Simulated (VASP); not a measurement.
VASP ran on this input.

KPOINTS:
```
Automatic mesh
0
Gamma
10 10 10
0 0 0
```

**INCAR**
```
! general
SYSTEM   = CoSi2
PREC     = Accurate
ENCUT    = 520   ! plane-wave cut-off (eV)
LREAL    = F   ! projection in real space or not
LASPH    = T

! electronic loop
EDIFF    = 1E-7
NELM     = 100
ALGO     = Normal
LMAXMIX  = 4

! smearing
ISMEAR   = 1   ! Methfessel-Paxton
SIGMA    = 0.1   ! width (eV)

! functional
GGA      = CX
LUSE_VDW = T
AGGAC    = 0.0

! ions
ISIF     = 2   ! forces and stress, cell fixed

! output
LWAVE    = F
LCHARG   = F
```

POSCAR:
```
CoSi2
5.2222410
  0.0000000000   0.4999999570   0.4999999570
  0.4999999570   0.0000000000   0.4999999570
  0.4999999570   0.4999999570   0.0000000000
Co Si
1 2
Direct
  0.0000000000   0.0000000000   0.0000000000
  0.2500000000   0.2500000000   0.2500000000
  0.7500000000   0.7500000000   0.7500000000
```

POTCAR, in this order: Co Si (PBE.64 set). Program: vasp_std.

### Question
Translate this vdW-DF-cx calculation to Quantum ESPRESSO's pw.x.

### Answer
One equivalent input (not run):
```
&CONTROL
  calculation = 'scf'
  pseudo_dir = './pseudo'
  outdir = './out'
  tprnfor = .true.
  tstress = .true.
/
&SYSTEM
  ibrav = 0
  nat = 3
  ntyp = 2
  ecutwfc = 96
  occupations = 'smearing'
  smearing = 'methfessel-paxton'
  degauss = 0.00735
  input_dft = 'vdw-df-cx'
/
&ELECTRONS
  conv_thr = 7.3e-09
  electron_maxstep = 100
/
ATOMIC_SPECIES
  Co 58.933 Co.upf
  Si 28.085 Si.upf
CELL_PARAMETERS angstrom
     0.0000000    2.6111203    2.6111203
     2.6111203    0.0000000    2.6111203
     2.6111203    2.6111203    0.0000000
ATOMIC_POSITIONS crystal
  Co   0.0000000  0.0000000  0.0000000
  Si   0.2500000  0.2500000  0.2500000
  Si   0.7500000  0.7500000  0.7500000
K_POINTS automatic
  10 10 10 0 0 0
```
What does not carry over: the potentials are each code's own (VASP's PAW set, PseudoDojo norm-conserving files in pw.x), so ENCUT and ecutwfc are chosen apart and not converted; conv_thr bounds pw.x's estimated SCF error, while EDIFF bounds the energy change between steps.

The compound is CoSi2 in the fluorite structure. This cell is one point of a volume scan, at 0.94 of the reference volume.
